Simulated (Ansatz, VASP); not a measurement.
Si3As in VASP and in Ansatz

```
Si As
1.0
    -2.57564    2.57564    2.57564
     2.57564   -2.57564    2.57564
     2.57564    2.57564   -2.57564
Si As
3 1
Direct
  0.00000 0.50000 0.50000
  0.50000 0.00000 0.50000
  0.50000 0.50000 0.00000
  0.00000 0.00000 0.00000
```

Alike in both runs: functional PBE; k mesh 6 × 6 × 6; occupations gaussian, width 0.1 eV; no spin polarisation.

Ansatz relaxed the structure, and its values are those at the end. VASP's run is a single point on that final structure, the one shown.

|  | VASP | Ansatz |
| --- | --- | --- |
| version | VASP 6.6.1 | Ansatz 0.2.0 |
| potentials or method | VASP PAW PBE potentials, release 64 (Si, As) | scalar-relativistic, plane waves, PAW |
| plane-wave cutoff (eV) | 520 | 420 |
| valence electrons in the cell | 17 | 27 |

|  | VASP | Ansatz | Ansatz less VASP |
| --- | --- | --- | --- |
| gap on the k mesh at the Fermi level (eV) | none | none | - |
| pressure (GPa) | 0.0 | -0.2 | -0.11 |

A gap of «none» marks a metal or a gap that the smearing closes. With one functional, cell and mesh, what is left measures potentials, basis and numerics. The two sets of potentials don't hold the same shells in valence.
